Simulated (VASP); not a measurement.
# NaBe2Se2 (P-6m2) in VASP: a series of runs, part 2 of 2

VASP 6.6.1.

### 4 Relaxation of cell and atoms, PBEsol+D4

Contents of INCAR:

```
SYSTEM = NaBe2Se2
ALGO = Fast ; EDIFF = 1E-6
EDIFFG = -0.005 ; ENCUT = 600
GGA = PS ; IBRION = 2
ISIF = 3 ; ISMEAR = -1
IVDW = 13 ; LASPH = .TRUE.
LCHARG = .FALSE. ; LREAL = .FALSE.
LWAVE = .FALSE. ; NELM = 60
NSW = 40 ; PREC = Accurate
SIGMA = 0.05
```

Contents of KPOINTS:

```
k-points
0
G
  6 6 3
  0 0 0
```

Contents of POSCAR:

```
NaBe2Se2
1.0
    3.6722800000      0.0000000000      0.0000000000
   -1.8361400000      3.1802800000      0.0000000000
    0.0000000000      0.0000000000      8.0111600000
Na Be Se
1 2 2
Direct
    0.0000000000      0.0000000000      0.5000000000
    0.3333300000      0.6666700000      0.1463900000
    0.3333300000      0.6666700000      0.8536100000
    0.6666700000      0.3333300000      0.2285200000
    0.6666700000      0.3333300000      0.7714800000
```

Potentials or basis: VASP PAW PBE potentials, release 64 (Na_pv, Be, Se).

Run with:

```bash
> cat potpaw_PBE.64/Na_pv/POTCAR potpaw_PBE.64/Be/POTCAR potpaw_PBE.64/Se/POTCAR > POTCAR
> mpirun -np 1 vasp_std > vasp.out
```

OUTCAR:

```text
SYSTEM = NaBe2Se2
   EDIFF = 1E-6
   EDIFFG = -0.005
   ENCUT = 600
   GGA = PS
   IBRION = 2
   ISIF = 3
   ISMEAR = -1
   IVDW = 13
   LASPH = .TRUE.
   LREAL = .FALSE.
   NELM = 60
   NSW = 40
   PREC = Accurate

 ion  position               nearest neighbor table
   1  0.000  0.000  0.500-
   2  0.333  0.667  0.146-   4 2.22   4 2.22   4 2.22   3 2.35
   3  0.333  0.667  0.854-   5 2.22   5 2.22   5 2.22   2 2.35
   4  0.667  0.333  0.229-   2 2.22   2 2.22   2 2.22
   5  0.667  0.333  0.771-   3 2.22   3 2.22   3 2.22

  LATTYP: Found a hexagonal cell.
 ALAT       =     3.6722800000
 C/A-ratio  =     2.1815221062

  Lattice vectors:

 A1 = (   3.6722800000,   0.0000000000,   0.0000000000)
 A2 = (  -1.8361400000,   3.1802800000,   0.0000000000)
 A3 = (   0.0000000000,   0.0000000000,   8.0111600000)

Analysis of symmetry for initial positions (statically):
=====================================================================
 Subroutine PRICEL returns:
 Original cell was already a primitive cell.

 Routine SETGRP: Setting up the symmetry group for a
 hexagonal supercell.

 Subroutine GETGRP returns: Found  4 space group operations
 (whereof  4 operations were pure point group operations)
 out of a pool of 24 trial point group operations.

The static configuration has the point symmetry C_2v.

Analysis of symmetry for dynamics (positions and initial velocities):
=====================================================================
 Subroutine PRICEL returns:
 Original cell was already a primitive cell.

 Routine SETGRP: Setting up the symmetry group for a
 hexagonal supercell.

 Subroutine GETGRP returns: Found  4 space group operations
 (whereof  4 operations were pure point group operations)
 out of a pool of 24 trial point group operations.

The dynamic configuration has the point symmetry C_2v.

 Subroutine INISYM returns: Found  4 space group operations
 (whereof  4 operations are pure point group operations),
 and found     1 'primitive' translations

[... 132 lines left out ...]
 non-spin polarized calculation
 RMM-DIIS sequential band-by-band and
  energy-cutoff  :      600.00
  volume of cell :       93.56
 maximum number of plane-waves:      3147
 NGX is ok and might be reduce to    30
   NGX = 15   NGY = 15   NGZ = 33

--------------------------------------- Ionic step        1  -------------------------------------------

 number of electron      22.9999994 magnetization

 Free energy of the ion-electron system (eV)
  ---------------------------------------------------
  ext. energy  EPLUGINS =         0.00000000
  ---------------------------------------------------
  free energy    TOTEN  =       -19.71982665 eV

  energy without entropy =      -19.71448164  energy(sigma->0) =      -19.71715414

------------------------ aborting loop because EDIFF is reached ----------------------------------------

  DFT-D4 for vdW energy calculation

  Edisp (eV):   -0.55419
[... 114 lines left out ...]
  FREE ENERGIE OF THE ION-ELECTRON SYSTEM (eV)
  ---------------------------------------------------
  free  energy   TOTEN  =       -20.3033315911 eV

  energy  without entropy=      -20.2985622613  energy(sigma->0) =      -20.30094693

[... ionic steps 4 to 13 ...]

--------------------------------------- Ionic step       14  -------------------------------------------

 number of electron      23.0000002 magnetization

------------------------ aborting loop because EDIFF is reached ----------------------------------------
[... 81 lines left out ...]
--------------------------------------- Ionic step       16  -------------------------------------------

 number of electron      23.0000002 magnetization

 Free energy of the ion-electron system (eV)
  ---------------------------------------------------
  ext. energy  EPLUGINS =         0.00000000
  ---------------------------------------------------
  free energy    TOTEN  =       -19.72636125 eV

  energy without entropy =      -19.72204592  energy(sigma->0) =      -19.72420359

 E-fermi :   4.0573     XC(G=0):  -9.2326

 val. band max:        3.7589949248   @ k =   0.0000   0.0000   0.0000
 cond. band min:       4.0925390593   @ k =  -0.3333   0.3333   0.0000
 fundamental gap:      0.3335441345
 Fermi energy:         4.0572545006

 k-point     1 :       0.0000    0.0000    0.0000
  band No.  band energies     occupation
      1     -20.6227      2.00000
      2     -20.6078      2.00000
      3     -20.6078      2.00000
      4     -10.7537      2.00000
      5     -10.3450      2.00000
      6      -2.1139      2.00000
      7       1.1284      2.00000
      8       1.7699      2.00000
      9       1.7699      2.00000
     10       2.1187      2.00000
     11       2.1187      2.00000
     12       3.7590      1.99488
     13       7.0366      0.00000
     14       7.2309      0.00000
[... 401 lines left out ...]
      2     -20.6230      2.00000
      3     -20.6124      2.00000
      4      -9.6625      2.00000
      5      -9.4188      2.00000
      6      -2.4656      2.00000
      7      -2.0218      2.00000
      8      -0.5902      2.00000
      9      -0.1591      2.00000
     10       0.0941      2.00000
     11       1.4116      2.00000
     12       3.7527      1.99549
     13       6.8070      0.00000
     14       7.7313      0.00000
     15       7.9993      0.00000

 [... further k-points ...]

------------------------ aborting loop because EDIFF is reached ----------------------------------------

  DFT-D4 for vdW energy calculation

  Edisp (eV):   -0.57964
[... 28 lines left out ...]
  FREE ENERGIE OF THE ION-ELECTRON SYSTEM (eV)
  ---------------------------------------------------
  free  energy   TOTEN  =       -20.3060008585 eV

  energy  without entropy=      -20.3016855336  energy(sigma->0) =      -20.30384320

 reached required accuracy - stopping structural energy minimisation
```

OSZICAR:

```text
N       E                     dE             d eps       ncg     rms          rms(c)
DAV:   1     0.148282671223E+03    0.14828E+03   -0.11135E+04   780   0.151E+03
DAV:   2    -0.232930658684E+01   -0.15061E+03   -0.14819E+03   816   0.317E+02
DAV:   3    -0.197010181964E+02   -0.17372E+02   -0.17092E+02  1060   0.103E+02
DAV:   4    -0.201124591558E+02   -0.41144E+00   -0.41090E+00   927   0.162E+01
[... 98 lines left out ...]
DAV:   1    -0.197263776709E+02    0.32262E-04   -0.10631E-05   857   0.378E-02    0.332E-03
RMM:   2    -0.197263774787E+02    0.19216E-06   -0.47220E-07   390   0.683E-03
  15 F= -.20306001E+02 E0= -.20303843E+02  d E =-.399183E-04
       N       E                     dE             d eps       ncg     rms          rms(c)
DAV:   1    -0.197263612682E+02    0.16403E-04   -0.17561E-06   390   0.163E-02    0.173E-03
RMM:   2    -0.197263612476E+02    0.20590E-07   -0.26093E-07   390   0.493E-03
  16 F= -.20306001E+02 E0= -.20303843E+02  d E =-.399689E-04
```

CONTCAR:

```text
NaBe2Se2
   1.00000000000000
     3.6281232476768732    0.0000011899720610    0.0000000000000000
    -1.8140605932954423    3.1420400081393534    0.0000000000000000
     0.0000000000000000    0.0000000000000000    7.8377796804177580
  Na              Be              Se
     1     2     2
Direct
     0.0000001691225034    0.9999998308774951    0.5000000000000000
     0.3333335922070246    0.6666664077930052    0.1473634328214657
     0.3333335922070246    0.6666664077930052    0.8526365671785344
     0.6666663232317237    0.3333336767682473    0.2286925741026632
     0.6666663232317237    0.3333336767682473    0.7713074258973367

  0.00000000E+00  0.00000000E+00  0.00000000E+00
  0.00000000E+00  0.00000000E+00  0.00000000E+00
  0.00000000E+00  0.00000000E+00  0.00000000E+00
  0.00000000E+00  0.00000000E+00  0.00000000E+00
  0.00000000E+00  0.00000000E+00  0.00000000E+00
```

It took 2.6 min on 1 thread of Intel Xeon 6975P-C (Granite Rapids), shared host; peak memory 0.27 GiB.

Results:

```yaml
Free_energy: -20.3060 eV
Relaxed_volume: 17.87 Å³/atom
Relaxed_cell: a = 3.628 Å, b = 3.628 Å, c = 7.838 Å, α = 90.00°, β = 90.00°, γ = 120.00°
Space_group_after_relaxing_to_0.05_Å: P-6m2 (No. 187)
Energy_gained_by_relaxing: 6.4 meV/atom
Ionic_steps: 16
Pressure_after_relaxing: 0.0 GPa
Largest_force_after_relaxing: 0.005 eV/Å
Band_gap_on_the_k_mesh: none (metal or under the smearing width)
Dispersion_energy_per_atom: -0.116 eV
```

Forces on the atoms (eV/Å):
```
Na   0.000  0.000  0.000
Be   0.000  0.000 -0.004
Be   0.000  0.000  0.004
Se   0.000  0.000  0.005
Se   0.000  0.000 -0.005
```

The path:
| step | energy change (eV) | largest force (eV/Å) | pressure (GPa) | volume (Å³) |
| --- | --- | --- | --- | --- |
| 1 | 0.0000 | 0.0739 | -2.36 | 93.56 |
| 2 | -0.0293 | 0.0130 | -0.12 | 89.89 |
| 3 | -0.0293 | 0.0149 | -0.02 | 89.76 |
| 4 | -0.0314 | 0.0163 | 0.00 | 89.51 |
| 5 | -0.0317 | 0.0317 | 0.01 | 89.38 |
| 6 | -0.0317 | 0.0328 | 0.02 | 89.37 |
| 7 | -0.0318 | 0.0233 | -0.01 | 89.40 |
| 8 | -0.0319 | 0.0073 | -0.07 | 89.46 |
| 9 | -0.0320 | 0.0056 | 0.02 | 89.32 |
| 10 | -0.0320 | 0.0052 | 0.01 | 89.34 |
| 11 | -0.0320 | 0.0055 | 0.02 | 89.35 |
| 12 | -0.0320 | 0.0064 | -0.04 | 89.40 |
| 13 | -0.0320 | 0.0056 | 0.00 | 89.36 |
| 14 | -0.0320 | 0.0052 | -0.01 | 89.36 |
| 15 | -0.0320 | 0.0052 | -0.01 | 89.35 |
| 16 | -0.0320 | 0.0050 | 0.00 | 89.35 |

Final structure:
```
CELL_PARAMETERS angstrom
3.62812 0.00000 0.00000
-1.81406 3.14204 0.00000
0.00000 0.00000 7.83778
ATOMIC_POSITIONS crystal
Na 0.00000 0.00000 0.50000
Be 0.33333 0.66667 0.14736
Be 0.33333 0.66667 0.85264
Se 0.66667 0.33333 0.22869
Se 0.66667 0.33333 0.77131
```

Caveat: the PAW data sets were made with another functional, which shifts forces and pressure a little; pairwise dispersion overbinds metals, which lowers pressure and volume.

### 5 Relaxation of cell and atoms, PBEsol+rVV10

Contents of INCAR:

```
SYSTEM = NaBe2Se2
ALGO = Fast ; BPARAM = 20.0
CPARAM = 0.0093 ; EDIFF = 1E-6
EDIFFG = -0.005 ; ENCUT = 600
GGA = PS ; IBRION = 2
ISIF = 3 ; ISMEAR = -1
IVDW_NL = 2 ; LASPH = .TRUE.
LCHARG = .FALSE. ; LREAL = .FALSE.
LUSE_VDW = .TRUE. ; LWAVE = .FALSE.
NELM = 60 ; NSW = 40
PREC = Accurate ; SIGMA = 0.05
```

KPOINTS is that of step 4.

POSCAR is that of step 4.

Run with:

```bash
> cat potpaw_PBE.64/Na_pv/POTCAR potpaw_PBE.64/Be/POTCAR potpaw_PBE.64/Se/POTCAR > POTCAR
> mpirun -np 1 vasp_std > vasp.out
```

Run time: 8 min. Hardware: 1 thread of Intel Xeon 6975P-C (Granite Rapids), shared host; peak memory 0.47 GiB.

The run converged. Its results:

```
Free energy                            : -19.4710 eV
Relaxed volume                         : 18.13 Å³/atom
Relaxed cell                           : a = 3.641 Å, b = 3.641 Å, c = 7.893 Å, α = 90.00°, β = 90.00°, γ = 120.00°
Space group after relaxing (to 0.05 Å) : P-6m2 (No. 187)
Energy gained by relaxing              : 3.1 meV/atom
Ionic steps                            : 12
Pressure after relaxing                : 0.0 GPa
Largest force after relaxing           : 0.003 eV/Å
Band gap on the k mesh                 : none (metal or under the smearing width)
```

Forces on the atoms (eV/Å):
```
Na   0.000  0.000  0.000
Be   0.000  0.000 -0.001
Be   0.000  0.000  0.001
Se   0.000  0.000  0.003
Se   0.000  0.000 -0.003
```

Step by step:
| step | energy change (eV) | largest force (eV/Å) | pressure (GPa) | volume (Å³) |
| --- | --- | --- | --- | --- |
| 1 | 0.0000 | 0.0676 | -1.66 | 93.56 |
| 2 | -0.0145 | 0.0061 | -0.09 | 90.96 |
| 3 | -0.0145 | 0.0036 | 0.01 | 90.87 |
| 4 | -0.0154 | 0.0129 | 0.03 | 90.69 |
| 5 | -0.0156 | 0.0212 | 0.06 | 90.60 |
| 6 | -0.0156 | 0.0218 | 0.05 | 90.59 |
| 7 | -0.0156 | 0.0227 | 0.05 | 90.58 |
| 8 | -0.0157 | 0.0160 | -0.02 | 90.65 |
| 9 | -0.0157 | 0.0107 | -0.06 | 90.71 |
| 10 | -0.0157 | 0.0059 | 0.00 | 90.64 |
| 11 | -0.0157 | 0.0055 | 0.01 | 90.62 |
| 12 | -0.0157 | 0.0032 | -0.01 | 90.63 |

Final structure:
```
Na Be Se
1.0
     3.64126    0.00000    0.00000
    -1.82063    3.15342    0.00000
     0.00000    0.00000    7.89268
Na Be Se
1 2 2
Cartesian
  -1.8206 3.1534 3.9463
  0.0000 2.1023 1.1623
  0.0000 2.1023 6.7303
  1.8206 1.0511 1.8022
  1.8206 1.0511 6.0905
```

Levels at points of the mesh, in eV from the Fermi level:
```tsv
k point	band 9	band 10	band 11	band 12	band 13	band 14
(0.00, 0.00, 0.00)	-2.28	-1.95	-1.95	-0.35	2.94	3.09
(0.50, 0.00, 0.00)	-3.75	-3.33	-2.01	-0.88	1.54	2.73
(0.50, 0.50, 0.00)	-3.75	-3.33	-2.01	-0.88	1.54	2.73
```

Caveat: the PAW data sets were made with another functional, which shifts forces and pressure a little; pairwise dispersion overbinds metals, which lowers pressure and volume.

### 6 Relaxation of cell and atoms, PBEsol

Contents of INCAR:

```
SYSTEM = NaBe2Se2
PREC = Accurate
ENCUT = 300
EDIFF = 1E-6
ISMEAR = -1
SIGMA = 0.05
LREAL = .False.
LASPH = .True.
NELM = 60
ALGO = Fast
ISIF = 3
LWAVE = .False.
LCHARG = .False.
GGA = PS
IBRION = 2
NSW = 40
EDIFFG = -0.005
```

Contents of KPOINTS:

```
regular mesh
0
Gamma
  6 6 3
  0 0 0
```

POSCAR is that of step 5.

Potentials or basis: VASP PAW PBE potentials, release 64 (Na_pv, Be, Se).

Run with:

```bash
> cat potpaw_PBE.64/Na_pv/POTCAR potpaw_PBE.64/Be/POTCAR potpaw_PBE.64/Se/POTCAR > POTCAR
> mpirun -np 1 vasp_std > vasp.out
```

It took 42 s on 1 thread of Intel Xeon 6975P-C (Granite Rapids), shared host; peak memory 0.17 GiB.

These settings aren't checked as converged (typed here: ENCUT = 300): the numbers below hold their error.

What came out:

| Quantity | Value |
| --- | --- |
| Free energy | -19.7225 eV |
| Relaxed volume | 18.22 Å³/atom |
| Relaxed cell | a = 3.645 Å, b = 3.645 Å, c = 7.918 Å, α = 90.00°, β = 90.00°, γ = 120.00° |
| Space group after relaxing (to 0.05 Å) | P-6m2 (No. 187) |
| Energy gained by relaxing | 2.3 meV/atom |
| Ionic steps | 10 |
| Pressure after relaxing | 0.0 GPa |
| Largest force after relaxing | 0.004 eV/Å |
| Band gap on the k mesh | none (metal or under the smearing width) |

Caveat: the cutoff is under 1.25 times the usual one of these potentials, so pressure, stress and relaxed cells hold a basis-set (Pulay) error; the PAW data sets were made with another functional, which shifts forces and pressure a little.

### 7 Summary

| level | gap on the mesh (eV) | pressure (GPa) | relaxed volume (Å³/atom) |
| --- | --- | --- | --- |
| PBEsol+D3 | none | 0.0 | 17.76 |
| PBEsol+D3(BJ) | none | 0.0 | 17.42 |
| PBEsol+D4 | none | 0.0 | 17.87 |
| PBEsol+rVV10 | none | 0.0 | 18.13 |

Alike in all rows: task relaxation of cell and atoms; potentials or basis VASP PAW PBE potentials, release 64 (Na_pv, Be, Se); no spin polarisation; cell relaxed; k mesh 6 × 6 × 3; cutoff (eV) 600; smearing fermi-dirac 0.05 eV.

Caveats: the PAW data sets were made with another functional, which shifts forces and pressure a little; pairwise dispersion overbinds metals, which lowers pressure and volume.

Total energies depend on the potentials used, so only differences within one code and one set of settings carry meaning.
